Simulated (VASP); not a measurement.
OSZICAR of a VASP run on Ni3Sn4 (space group C2/m):

File OSZICAR:
```
       N       E                     dE             d eps       ncg     rms          rms(c)
DAV:   1     0.751685556362E+03    0.75169E+03   -0.28604E+04  1809   0.203E+03
DAV:   2     0.743256998938E+02   -0.67736E+03   -0.66295E+03  1734   0.540E+02
DAV:   3    -0.350839330107E+02   -0.10941E+03   -0.10727E+03  1764   0.204E+02
DAV:   4    -0.402888531093E+02   -0.52049E+01   -0.51487E+01  2005   0.510E+01
DAV:   5    -0.404244875546E+02   -0.13563E+00   -0.13554E+00  2387   0.746E+00    0.181E+01
DAV:   6    -0.454715120242E+02   -0.50470E+01   -0.64747E+01  1904   0.738E+01    0.244E+01
DAV:   7    -0.374722271063E+02    0.79993E+01   -0.21796E+01  1911   0.534E+01    0.430E+00
DAV:   8    -0.375443260683E+02   -0.72099E-01   -0.38258E+00  2179   0.134E+01    0.435E+00
DAV:   9    -0.375281135466E+02    0.16213E-01   -0.13840E+00  2053   0.156E+01    0.393E+00
DAV:  10    -0.373817956500E+02    0.14632E+00   -0.52894E-01  1916   0.113E+01    0.569E-01
DAV:  11    -0.373858631601E+02   -0.40675E-02   -0.69195E-02  1845   0.171E+00    0.335E-01
DAV:  12    -0.373855592947E+02    0.30387E-03   -0.14702E-02  2057   0.145E+00    0.340E-01
DAV:  13    -0.373844244488E+02    0.11348E-02   -0.45091E-03  1943   0.105E+00    0.826E-02
DAV:  14    -0.373844763534E+02   -0.51905E-04   -0.58492E-04  2052   0.240E-01    0.591E-02
DAV:  15    -0.373844543549E+02    0.21998E-04   -0.14558E-04  1997   0.136E-01    0.146E-02
DAV:  16    -0.373844562446E+02   -0.18897E-05   -0.18643E-05  1805   0.362E-02    0.848E-03
DAV:  17    -0.373844555260E+02    0.71863E-06   -0.15892E-06  1112   0.104E-02
   1 F= -.37384456E+02 E0= -.37343599E+02  d E =-.817128E-01
```

Problem. Which electronic solver shows in the log?

Solution. It is blocked Davidson (ALGO = Normal, or the opening steps of other solvers). The INCAR had ALGO = Normal.

Problem. How was spin treated?

Solution. Without spin polarisation: there is no mag entry.

Problem. Can the final energy be trusted as converged?

Solution. The run converged. It stopped with EDIFF = 1E-6, NELM = 100 (PBEsol GGA, plane waves, VASP's PBE PAW potentials (set 64)).

The structure comes from a computed database's Ni3Sn4 entry; how it stands against other phases isn't given here. The cell was not relaxed at this level, and its volume differs by -5.9 % from the start's. The k-mesh is coarse (spacing up to 0.43 per Å, 2π included), so the numbers may not be converged in it. The run is not spin-polarised, so no magnetic state was tried.
